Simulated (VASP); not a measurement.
# Ga3BiO4 (I-42m) in VASP: a series of runs

Runs on Ga3BiO4. Level: PBE. Tasks: single point, relaxation of cell and atoms.

Everything below comes from runs of VASP 6.6.1. Logs are shortened: lines on timing, memory, paths and dates and some standing lists are left out, and cuts for length are marked.

## Step 1: Starting point

The structure is tetragonal, space group I-42m (No. 121). The conventional cell has a = 4.344 Å, b = 4.344 Å, c = 12.787 Å, α = 90.00°, β = 90.00°, γ = 90.00°. Ga (site symmetry -4) has 4 O at 1.88 Å as nearest neighbours. Ga (site symmetry -42m) is surrounded by 4 O at 2.64 Å. Bi (site symmetry -42m) is surrounded by 4 O at 2.59 Å. O (site symmetry m) is surrounded by 2 Ga at 1.88 Å.

The cell was built by a generator and needn't be a form met in nature.

## Step 2: Single point, PBE

Contents of INCAR:

```
ALGO = Fast
EDIFF = 1E-5
ENCUT = 520
GGA = PE
ISIF = 2
ISMEAR = 0
KPAR = 4
LASPH = T
LCHARG = F
LREAL = Auto
LWAVE = F
NBANDS = 49
NELM = 80
PREC = Normal
SIGMA = 0.15
```

Contents of KPOINTS:

```
k-points
0
Gamma
  5 5 5
```

Contents of POSCAR:

```
Ga3BiO4
1.0
   -2.1721300000      2.1721300000      6.3933100000
    2.1721300000     -2.1721300000      6.3933100000
    2.1721300000      2.1721300000     -6.3933100000
Ga Bi O
3 1 4
Direct
    0.2500000000      0.7500000000      0.5000000000
    0.7500000000      0.2500000000      0.5000000000
    0.0000000000      0.0000000000      0.0000000000
    0.5000000000      0.5000000000      0.0000000000
    0.0906710000      0.0906710000      0.5125020000
    0.4218310000      0.9093290000      0.0000000000
    0.5781690000      0.5781690000      0.4874980000
    0.9093290000      0.4218310000      0.0000000000
```

Potentials or basis: VASP PAW PBE potentials, release 64 (Ga_d, Bi_d, O).

Launch:

```sh
cat potpaw_PBE.64/Ga_d/POTCAR potpaw_PBE.64/Bi_d/POTCAR potpaw_PBE.64/O/POTCAR > POTCAR
mpirun -np 4 vasp_std > vasp.out
```

OUTCAR:

```text
EDIFF = 1E-5
   ENCUT = 520
   GGA = PE
   ISIF = 2
   ISMEAR = 0
   LASPH = T
   LREAL = Auto
   NELM = 80
   PREC = Normal

 ion  position               nearest neighbor table
   1  0.250  0.750  0.500-   5 1.88   6 1.88   7 1.88   8 1.88
   2  0.750  0.250  0.500-   5 1.88   7 1.88   8 1.88   6 1.88
   3  0.000  0.000  0.000-   4 3.07   4 3.07   4 3.07   4 3.07
   4  0.500  0.500  0.000-   5 2.59   6 2.59   8 2.59   7 2.59   3 3.07   3 3.07   3 3.07   3 3.07

   5  0.091  0.091  0.513-   1 1.88   2 1.88   4 2.59
   6  0.422  0.909  0.000-   2 1.88   1 1.88   4 2.59
   7  0.578  0.578  0.487-   1 1.88   2 1.88   4 2.59
   8  0.909  0.422  0.000-   1 1.88   2 1.88   4 2.59

  LATTYP: Found a body centered tetragonal cell.
 ALAT       =     4.3442600000
 C/A-ratio  =     2.9433367248

  Lattice vectors:

 A1 = (  -2.1721300000,   2.1721300000,   6.3933100000)
 A2 = (   2.1721300000,  -2.1721300000,   6.3933100000)
 A3 = (   2.1721300000,   2.1721300000,  -6.3933100000)

Analysis of symmetry for initial positions (statically):
=====================================================================
 Subroutine PRICEL returns:
 Original cell was already a primitive cell.

 Routine SETGRP: Setting up the symmetry group for a
 body centered tetragonal supercell.

 Subroutine GETGRP returns: Found  8 space group operations
 (whereof  8 operations were pure point group operations)
 out of a pool of 16 trial point group operations.

The static configuration has the point symmetry D_2d.

Analysis of symmetry for dynamics (positions and initial velocities):
=====================================================================
 Subroutine PRICEL returns:
 Original cell was already a primitive cell.

 Routine SETGRP: Setting up the symmetry group for a
 body centered tetragonal supercell.

 Subroutine GETGRP returns: Found  8 space group operations
 (whereof  8 operations were pure point group operations)
 out of a pool of 16 trial point group operations.

The dynamic configuration has the point symmetry D_2d.

 Subroutine INISYM returns: Found  8 space group operations
 (whereof  8 operations are pure point group operations),
 and found     1 'primitive' translations

----------------------------------------------------------------------------------------

                                     Primitive cell

  volume of cell :     120.6584

  direct lattice vectors                    reciprocal lattice vectors
    -2.172130000  2.172130000  6.393310000     0.000000000  0.230188801  0.078206750
     2.172130000 -2.172130000  6.393310000     0.230188801  0.000000000  0.078206750
     2.172130000  2.172130000 -6.393310000     0.230188801  0.230188801  0.000000000

  length of vectors
     7.093004316  7.093004316  7.093004316     0.243111456  0.243111456  0.325536124

  position of ions in fractional coordinates (direct lattice)
     0.250000000  0.750000000  0.500000000
     0.750000000  0.250000000  0.500000000
     0.000000000  0.000000000  0.000000000
     0.500000000  0.500000000  0.000000000
     0.090671000  0.090671000  0.512502000
     0.421831000  0.909329000  0.000000000
     0.578169000  0.578169000  0.487498000
     0.909329000  0.421831000  0.000000000

  ion indices of the primitive-cell ions
   primitive index   ion index
                 1           1
                 2           2
                 3           3
                 4           4
                 5           5
                 6           6
                 7           7
                 8           8

----------------------------------------------------------------------------------------

 KPOINTS: k-points

Automatic generation of k-mesh.
 Grid dimensions read from file:
 generate k-points for:    5    5    5

 Generating k-lattice:

  Cartesian coordinates                     Fractional coordinates (reciprocal lattice)
     0.000000000  0.046037760  0.015641350     0.200000000 -0.000000000  0.000000000
     0.046037760  0.000000000  0.015641350    -0.000000000  0.200000000  0.000000000
     0.046037760  0.046037760  0.000000000     0.000000000  0.000000000  0.200000000

  Length of vectors
     0.048622291  0.048622291  0.065107225

  Shift w.r.t. Gamma in fractional coordinates (k-lattice)
     0.000000000  0.000000000  0.000000000

 Subroutine IBZKPT returns following result:
 ===========================================

 Found     18 irreducible k-points:

 Following reciprocal coordinates:
            Coordinates               Weight
  0.000000  0.000000  0.000000      1.000000
  0.200000 -0.000000  0.000000      8.000000
  0.400000 -0.000000  0.000000      8.000000
  0.200000  0.200000  0.000000      8.000000
  0.400000  0.200000  0.000000     16.000000
 -0.400000  0.200000 -0.000000     16.000000
[... 10 lines left out ...]
 -0.400000  0.400000  0.400000      4.000000
 -0.400000 -0.400000  0.400000      2.000000
   k-points           NKPTS =     18   k-points in BZ     NKDIM =     18   number of bands    NBANDS=     49
   number of dos      NEDOS =    301   number of ions     NIONS =      8
   total plane-waves  NPLWV =  64000
   dimension x,y,z NGX =    40 NGY =   40 NGZ =   40
   dimension x,y,z NGXF=    80 NGYF=   80 NGZF=   80
   ions per type =               3   1   4
   NGX,Y,Z   is equivalent  to a cutoff of   9.38,  9.38,  9.38 a.u.
   NGXF,Y,Z  is equivalent  to a cutoff of  18.75, 18.75, 18.75 a.u.
 SYSTEM =  unknown system
   PREC   = normal    normal or accurate (medium, high low for compatibility)
   ISTART =      0    job   : 0-new  1-cont  2-samecut
   ICHARG =      2    charge: 1-file 2-atom 10-const
   ISPIN  =      1    spin polarized calculation?
   LNONCOLLINEAR =      F non collinear calculations
   LSORBIT =      F    spin-orbit coupling
   LASPH  =      T    aspherical Exc in radial PAW
   ENCUT  =  520.0 eV  38.22 Ry    6.18 a.u.  13.19 13.19 13.19*2*pi/ulx,y,z
   NELM   =     80;   NELMIN=  2; NELMDL= -5     # of ELM steps
   EDIFF  = 0.1E-04   stopping-criterion for ELM
   LREAL  =      T    real-space projection
   EDIFFG = 0.1E-03   stopping-criterion for IOM
   NSW    =      0    number of steps for IOM
   IBRION =     -1    ionic relax: 0-MD 1-quasi-New 2-CG
   NFREE  =      0    steps in history (QN), initial steepest desc. (CG)
   ISIF   =      2    stress and relaxation
   ISYM   =      2    0-nonsym 1-usesym 2-fastsym
   POTIM  = 0.5000    time-step for ionic-motion
   TEBEG  =    0.0;   TEEND  =   0.0 temperature during run
   PSTRESS=    0.0 pullay stress
   NELECT =      78.0000    total number of electrons
   NUPDOWN=      -1.0000    fix difference up-down
   EMIN   =  10.00;   EMAX   =-10.00  energy-range for DOS
   EFERMI =   0.00;   METHOD = LEGACY
   ISMEAR =     0;   SIGMA  =   0.15  broadening in eV -4-tet -1-fermi 0-gaus
   EFERMI_NEDOS =   21; number of points for ismear=-14 and -15
   IALGO  =     68    algorithm
   IMIX   =      4    mixing-type and parameters
     AMIX     =   0.40;   BMIX     =  1.00
     AMIX_MAG =   1.60;   BMIX_MAG =  1.00
  volume/ion in A,a.u.               =      15.08       101.78
  Fermi-wavevector in a.u.,A,eV,Ry     =   1.415535  2.674973 27.262524  2.003739
  Thomas-Fermi vector in A             =   2.536963
   LORBIT       =      0    0 simple, 1 ext, 2 COOP (PROOUT), +10 PAW based schemes
   GGA     = PE    functional components
   LHFCALC =     F    Hartree Fock is set to
   AEXX    =    0.0000 exact exchange contribution
   IVDW    =     0    specifies the selected vdW correction
   LEPSILON=     F    determine dielectric tensor
   LRPA    =     F    only Hartree local field effects (RPA)
 non-spin polarized calculation
 RMM-DIIS sequential band-by-band and
 Gauss-broadening in eV      SIGMA  =   0.15
  energy-cutoff  :      520.00
  volume of cell :      120.66
 maximum number of plane-waves:      3279
   NGX = 27   NGY = 27   NGZ = 27

 number of electron      77.9999971 magnetization

 Free energy of the ion-electron system (eV)
  ---------------------------------------------------
  ext. energy  EPLUGINS =         0.00000000
  ---------------------------------------------------
  free energy    TOTEN  =       -42.42112285 eV

  energy without entropy =      -42.40928613  energy(sigma->0) =      -42.41520449

 E-fermi :   5.3081     XC(G=0): -10.5583

 val. band max:        5.2333058941   @ k =  -0.2000  -0.4000   0.2000
 cond. band min:       5.3247178125   @ k =   0.2000  -0.0000   0.0000
 fundamental gap:      0.0914119184
 Fermi energy:         5.3080981829

 k-point     1 :       0.0000    0.0000    0.0000
  band No.  band energies     occupation
      1     -18.0015      2.00000
      2     -17.9681      2.00000
      3     -17.9681      2.00000
      4     -17.8821      2.00000
      5     -17.8788      2.00000
      6     -14.3843      2.00000
[... 41 lines left out ...]
     48      11.7896      0.00000
     49      12.0438      0.00000

 k-point     2 :       0.2000   -0.0000    0.0000
  band No.  band energies     occupation
      1     -17.9994      2.00000
      2     -17.9700      2.00000
      3     -17.9679      2.00000
      4     -17.8832      2.00000
      5     -17.8748      2.00000
      6     -14.2860      2.00000
[... 41 lines left out ...]
     48      11.5688      0.00000
     49      12.0761      0.00000

 k-point     3 :       0.4000   -0.0000    0.0000
  band No.  band energies     occupation
      1     -17.9963      2.00000
      2     -17.9732      2.00000
      3     -17.9676      2.00000
      4     -17.8848      2.00000
      5     -17.8682      2.00000
      6     -14.0341      2.00000
[... 769 lines left out ...]
     48      11.6663      0.00000
     49      12.2285      0.00000

 k-point    18 :      -0.4000   -0.4000    0.4000
  band No.  band energies     occupation
      1     -18.0002      2.00000
      2     -17.9680      2.00000
      3     -17.9680      2.00000
      4     -17.8823      2.00000
      5     -17.8788      2.00000
      6     -14.3467      2.00000
[... 41 lines left out ...]
     48      11.8780      0.00000
     49      12.4722      0.00000

------------------------ aborting loop because EDIFF is reached ----------------------------------------

  FORCE on cell =-STRESS in cart. coord.  units (eV):
  Direction    XX          YY          ZZ          XY          YZ          ZX
  --------------------------------------------------------------------------------------
  -------------------------------------------------------------------------------------
  Total       -0.1137346     -0.1137346      0.1214088      0.0000000      0.0000000      0.0000000
  in kB       -1.5102389     -1.5102389      1.6121419      0.0000000      0.0000000      0.0000000
  external PRESSURE =      -0.4694453 kB  Pullay stress =       0.0000000 kB

 VOLUME and BASIS-vectors are now :
 -----------------------------------------------------------------------------
  energy-cutoff  :      520.00
  volume of cell :      120.66
      direct lattice vectors                 reciprocal lattice vectors
    -2.172130000  2.172130000  6.393310000     0.000000000  0.230188801  0.078206750
     2.172130000 -2.172130000  6.393310000     0.230188801  0.000000000  0.078206750
     2.172130000  2.172130000 -6.393310000     0.230188801  0.230188801  0.000000000

 POSITION                                       TOTAL-FORCE (eV/Angst)
 -----------------------------------------------------------------------------------
      2.17213      0.00000      3.19665        -0.000000     -0.000000     -0.000000
      0.00000      2.17213      3.19665        -0.000000      0.000000     -0.000000
      0.00000      0.00000      0.00000        -0.000000      0.000000     -0.000000
      0.00000      0.00000      6.39331        -0.000000      0.000000     -0.000000
      1.11322      1.11322     -2.11721        -0.000338     -0.000338      0.017761
      1.05891     -1.05891      8.51052         0.000338     -0.000338     -0.017761
      1.05891      1.05891      4.27610         0.000338      0.000338      0.017761
     -1.05891      1.05891      8.51052        -0.000338      0.000338     -0.017761
 -----------------------------------------------------------------------------------
    total drift:                               -0.000013     -0.000013     -0.000085

  FREE ENERGIE OF THE ION-ELECTRON SYSTEM (eV)
  ---------------------------------------------------
  free  energy   TOTEN  =       -42.4211228471 eV

  energy  without entropy=      -42.4092861258  energy(sigma->0) =      -42.41520449
```

Wall time 60 s (4 MPI ranks of Intel Xeon Platinum 8488C (Sapphire Rapids), shared host); peak memory 0.27 GiB.

Results:

```yaml
Free_energy: -42.4211 eV
Pressure: 0.0 GPa
Largest_force: 0.018 eV/Å
Band_gap_on_the_k_mesh: none (metal or under the smearing width)
```

Forces in eV/Å, atoms in the order of the input:
```
Ga   0.000  0.000  0.000
Ga   0.000  0.000  0.000
Ga   0.000  0.000  0.000
Bi   0.000  0.000  0.000
O    0.000  0.000  0.018
O    0.000  0.000 -0.018
O    0.000  0.000  0.018
O    0.000  0.000 -0.018
```

Stress tensor (GPa, compression positive):
```
-0.15  0.00  0.00
 0.00 -0.15  0.00
 0.00  0.00  0.16
```

Levels at points of the mesh, in eV from the Fermi level:
| k point | band 36 | band 37 | band 38 | band 39 | band 40 | band 41 | band 42 | band 43 |
| --- | --- | --- | --- | --- | --- | --- | --- | --- |
| (0.00, 0.00, 0.00) | -2.26 | -2.26 | -1.59 | -0.14 | -0.14 | 1.88 | 2.33 | 4.93 |

Caveat: the k mesh is coarse (spacing up to 0.41 Å⁻¹), so the values aren't converged; spin-orbit coupling is left out, which moves the levels of the heavy elements.

## Step 3: Relaxation of cell and atoms, PBE

Contents of INCAR:

```
SYSTEM = Ga3BiO4
ALGO = Fast
EDIFF = 1E-5
EDIFFG = -0.03
ENCUT = 520
GGA = PE
IBRION = 2
ISIF = 3
ISMEAR = 0
ISYM = 0
KPAR = 4
LASPH = .TRUE.
LCHARG = .FALSE.
LREAL = Auto
LWAVE = .FALSE.
NELM = 80
NSW = 110
PREC = Normal
SIGMA = 0.15
```

Contents of KPOINTS:

```
k-points
0
G
  5 5 5
  0 0 0
```

Contents of POSCAR:

```
Ga3BiO4
1.0
   -2.1747904200      2.0741920600      6.3629668000
    2.1728368600     -2.2381664800      6.4180134700
    2.1886440900      2.2520201500     -6.4186771900
Ga Bi O
3 1 4
Direct
    0.2333957500      0.7486904700      0.4844818500
    0.7310107700      0.2376793600      0.4786880300
    0.9991513000      0.9980138000      0.0014288000
    0.5023634600      0.4883144600      0.9961082500
    0.0898354800      0.0831170000      0.5001639600
    0.4289877500      0.9031511200      0.9986098100
    0.5855661900      0.5780972100      0.4978687600
    0.8935670000      0.3976881500      0.9802336800
```

Potentials or basis: VASP PAW PBE potentials, release 64 (Ga_d, Bi_d, O).

Launch:

```sh
cat potpaw_PBE.64/Ga_d/POTCAR potpaw_PBE.64/Bi_d/POTCAR potpaw_PBE.64/O/POTCAR > POTCAR
mpirun -np 4 vasp_std > vasp.out
```

Run time: 26 min. Hardware: 4 MPI ranks of Intel Xeon Platinum 8488C (Sapphire Rapids), shared host; peak memory 0.39 GiB.

The run converged. Its results:

- Free energy: -42.4227 eV
- Relaxed volume: 15.08 Å³/atom
- Relaxed cell: a = 7.067 Å, b = 7.135 Å, c = 7.103 Å, α = 144.39°, β = 144.43°, γ = 51.23°
- Space group after relaxing (to 0.05 Å): Cm (No. 8)
- Energy gained by relaxing: 25.2 meV/atom
- Ionic steps: 27
- Pressure after relaxing: 0.0 GPa
- Largest force after relaxing: 0.029 eV/Å
- Band gap on the k mesh: none (metal or under the smearing width)

Forces on the atoms (eV/Å):
```
Ga   0.026  0.005 -0.008
Ga  -0.002 -0.017 -0.018
Ga   0.006  0.008 -0.003
Bi  -0.018  0.023  0.004
O   -0.015  0.004  0.009
O    0.001 -0.019 -0.010
O    0.012  0.001  0.016
O   -0.010 -0.005  0.010
```

Stress tensor (GPa, compression positive):
```
 0.07  0.03  0.11
 0.03  0.06 -0.08
 0.11 -0.08 -0.03
```

The path:
```csv
step,energy change (eV),largest force (eV/Å),pressure (GPa),volume (Å³)
1,0.0000,1.7826,-0.44,120.56
2,-0.1060,1.1589,0.44,119.83
3,-0.1441,0.7099,-0.23,120.10
4,-0.1779,0.2785,0.57,119.68
5,-0.1792,0.3556,0.79,119.58
6,-0.1936,0.1774,-0.11,120.65
7,-0.1939,0.1856,-0.24,120.81
8,-0.1972,0.1172,-0.16,120.68
9,-0.1973,0.1258,-0.12,120.66
10,-0.1988,0.0580,0.04,120.41
11,-0.1989,0.0579,0.13,120.37
12,-0.1989,0.0570,0.24,120.34
13,-0.1994,0.0533,-0.12,120.59
14,-0.1994,0.0523,0.02,120.57
15,-0.1994,0.0532,-0.21,120.59
16,-0.1994,0.0511,-0.14,120.58
17,-0.2001,0.0463,-0.08,120.55
18,-0.2002,0.0527,-0.03,120.53
19,-0.2002,0.0796,0.01,120.51
20,-0.2003,0.0552,-0.02,120.53
21,-0.2003,0.0632,-0.04,120.52
22,-0.2003,0.0610,-0.04,120.52
23,-0.2003,0.0602,-0.02,120.52
24,-0.2009,0.0332,0.06,120.47
25,-0.2009,0.0340,0.11,120.46
26,-0.2009,0.0417,0.13,120.44
27,-0.2015,0.0292,0.04,120.63
```

Final structure:
```
CELL_PARAMETERS angstrom
-2.15096 2.13481 6.38400
2.20315 -2.19352 6.42197
2.15033 2.19291 -6.40416
ATOMIC_POSITIONS crystal
Ga 0.24529 0.74304 0.49289
Ga 0.74437 0.24246 0.49170
Ga 0.99766 0.98710 0.99144
Bi 0.49870 0.48796 0.99102
O 0.08755 0.08199 0.50526
O 0.41347 0.90449 0.99211
O 0.57570 0.56953 0.48078
O 0.90114 0.41818 0.99239
```

Levels at points of the mesh, in eV from the Fermi level:
| k point | band 37 | band 38 | band 39 | band 40 | band 41 | band 42 |
| --- | --- | --- | --- | --- | --- | --- |
| (0.00, 0.00, 0.00) | -2.24 | -1.59 | -0.16 | -0.12 | 1.89 | 2.33 |

Caveat: the k mesh is coarse (spacing up to 0.41 Å⁻¹), so the values aren't converged; spin-orbit coupling is left out, which moves the levels of the heavy elements.
